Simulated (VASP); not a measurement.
# InSbO2: relaxation of cell and atoms with PBE

The system is InSbO2.

```
In Sb O
1.0
     3.85000    0.00000    0.00000
     0.00000    3.85000    0.00000
     0.00000    0.00000    9.50000
In Sb O
2 2 4
Direct
  0.00000 0.50000 0.89000
  0.50000 0.00000 0.11000
  0.50000 0.00000 0.64500
  0.00000 0.50000 0.35500
  0.50000 0.50000 0.75000
  0.00000 0.00000 0.75000
  0.00000 0.00000 0.25000
  0.50000 0.50000 0.25000
```

The cell was built by a generator and needn't be a form met in nature.

```
Program                : VASP 6.6.1
Task                   : relaxation of cell and atoms
Functional             : PBE
Potentials or basis    : VASP PAW PBE potentials, release 64 (In_d, Sb, O)
Cutoff                 : 520 eV
k mesh                 : 4 × 4 × 2
Occupations            : gaussian, width 0.15 eV
Spin                   : no spin polarisation
Further INCAR settings : PREC = Normal; ALGO = Fast; EDIFF = 0.0001; IBRION = 2; EDIFFG = -0.08; NSW = 24; ISIF = 3
```

| Property | Result |
| --- | --- |
| Relaxed volume | 17.66 Å³/atom |
| Relaxed cell | a = 3.829 Å, b = 3.829 Å, c = 9.632 Å, α = 90.00°, β = 90.00°, γ = 90.00° |
| Space group after relaxing (to 0.05 Å) | P4/nmm (No. 129) |
| Energy gained by relaxing | 40.5 meV/atom |
| Ionic steps | 8 |
| Pressure after relaxing | 0.0 GPa |
| Largest force after relaxing | 0.072 eV/Å |
| Band gap on the k mesh | none (metal or under the smearing width) |

Forces on the atoms (eV/Å):
```
In   0.000  0.000  0.023
In   0.000  0.000 -0.023
Sb   0.000  0.000 -0.050
Sb   0.000  0.000  0.050
O    0.000  0.000  0.072
O    0.000  0.000  0.072
O    0.000  0.000 -0.072
O    0.000  0.000 -0.072
```

Stress tensor (GPa, compression positive):
```
-0.14  0.00  0.00
 0.00 -0.14  0.00
 0.00  0.00  0.18
```

The path:
| step | energy change (eV) | largest force (eV/Å) | pressure (GPa) | volume (Å³) |
| --- | --- | --- | --- | --- |
| 1 | 0.0000 | 1.0681 | -0.22 | 140.81 |
| 2 | -0.1882 | 0.8404 | 0.47 | 140.32 |
| 3 | -0.0133 | 1.6668 | 3.59 | 138.80 |
| 4 | -0.3069 | 0.4494 | 0.89 | 139.84 |
| 5 | -0.3123 | 0.3910 | 1.13 | 139.63 |
| 6 | -0.3141 | 0.3044 | 1.57 | 139.70 |
| 7 | -0.2973 | 0.3572 | -2.06 | 143.91 |
| 8 | -0.3242 | 0.0719 | -0.03 | 141.25 |

Final structure:
```cif
data_structure
_symmetry_space_group_name_H-M 'P 1'
_symmetry_Int_Tables_number 1
_cell_length_a 3.8295
_cell_length_b 3.8295
_cell_length_c 9.6320
_cell_angle_alpha 90.000
_cell_angle_beta 90.000
_cell_angle_gamma 90.000
_cell_volume 141.25
loop_
_atom_site_label
_atom_site_type_symbol
_atom_site_fract_x
_atom_site_fract_y
_atom_site_fract_z
_atom_site_occupancy
In1 In 0.00000 0.50000 0.90349 1
In2 In 0.50000 0.00000 0.09651 1
Sb1 Sb 0.50000 0.00000 0.64817 1
Sb2 Sb 0.00000 0.50000 0.35183 1
O1 O 0.50000 0.50000 0.74202 1
O2 O 0.00000 0.00000 0.74202 1
O3 O 0.00000 0.00000 0.25798 1
O4 O 0.50000 0.50000 0.25798 1
```

Levels at points of the mesh, in eV from the Fermi level:
| k point | band 28 | band 29 | band 30 | band 31 | band 32 | band 33 |
| --- | --- | --- | --- | --- | --- | --- |
| (0.00, 0.00, 0.00) | -3.15 | -2.45 | -1.02 | 0.77 | 1.43 | 2.58 |
| (0.50, 0.00, 0.00) | -3.09 | -1.92 | -1.92 | 1.78 | 1.78 | 3.45 |
| (0.50, 0.50, 0.00) | -2.14 | -1.34 | -1.34 | -0.31 | -0.31 | 1.91 |
| (0.00, 0.00, 0.50) | -3.14 | -2.21 | -1.08 | 1.02 | 1.46 | 2.95 |
| (0.50, 0.00, 0.50) | -2.89 | -2.07 | -2.07 | 1.88 | 1.88 | 3.12 |
| (0.50, 0.50, 0.50) | -2.14 | -1.44 | -1.44 | 0.41 | 0.41 | 0.72 |

It took 2.2 min on 1 thread of Intel(R) Xeon(R) Platinum 8488C (Sapphire Rapids), with other jobs on the host, peak memory 0.21 GiB.

Caveat: the k mesh is coarse (spacing up to 0.41 Å⁻¹), so the values aren't converged; the relaxation stopped at a loose force limit of 0.08 eV/Å, so its end isn't a converged minimum. The run has no spin-orbit coupling, so splittings on Sb are missing.
